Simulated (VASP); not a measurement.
Runs of VASP 6.6.1 on Ru. Symmetry: P6_3/mmc, No. 194, hexagonal system. The conventional cell has a = 2.708 Å, b = 2.708 Å, c = 4.268 Å, α = 90.00°, β = 90.00°, γ = 120.00°. Around Ru (site symmetry -6m2) lie 12 Ru at 2.65 to 2.71 Å. 

| task | level | potentials or basis | cell | k mesh | cutoff (eV) | mesh quality | gap on the mesh (eV) | pressure (GPa) | relaxed volume (Å³/atom) |
| --- | --- | --- | --- | --- | --- | --- | --- | --- | --- |
| relaxation of cell and atoms | RPBE | VASP PAW PBE potentials, release 64 (Ru_pv) | relaxed | 18 × 18 × 10 | 600 | not flagged | none | 0.0 | (b) |
| single point | PBEsol | VASP PAW PBE potentials, release 64 (Ru_pv) | as given | 18 × 18 × 10 | 520 | not flagged | none | -5.8 | - |
| relaxation of cell and atoms | PBEsol | VASP PAW PBE potentials, release 64 (Ru_pv) | relaxed | 18 × 18 × 10 | 600 | not flagged | none | 0.0 | 13.32 |
| relaxation of cell and atoms | PBEsol | VASP PAW PBE potentials, release 64 (Ru_pv) | relaxed | 6 × 6 × 4 | 600 | coarse | none | 0.0 | 13.36 |
| relaxation of cell and atoms | PBEsol | VASP PAW PBE potentials, release 64 (Ru_pv) | relaxed | 18 × 18 × 10 | 300 | not flagged | none | 0.0 | 13.28 |
| relaxation of cell and atoms | LDA | VASP PAW LDA potentials, release 64 (Ru_pv) | relaxed | 18 × 18 × 10 | 600 | not flagged | none | 0.0 | (a) |
| relaxation of cell and atoms | PBEsol | VASP PAW PBE potentials, release 64 (Ru) | relaxed | 18 × 18 × 10 | 580 | not flagged | none | 0.0 | 13.23 |
| relaxation of cell and atoms | PBEsol | VASP PAW PBE potentials, release 64 (Ru_pv) | relaxed | 18 × 18 × 10 | 480 | not flagged | none | 0.0 | 13.32 |

Alike in all rows: no spin polarisation; smearing gaussian 0.1 eV.

Question: Fill in the values left out.

Answer: (a) 13.12; (b) 13.96.

Caveats: some runs use coarse meshes; the PAW data sets were made with another functional, which shifts forces and pressure a little (some runs).

A k mesh can miss the band edges, and the runs leave out spin-orbit coupling on Ru.

A gap of «none» marks a metal or a gap under the smearing width.

The runs don't all hold the same shells in valence.

Runs at the PBE level aren't shown here.
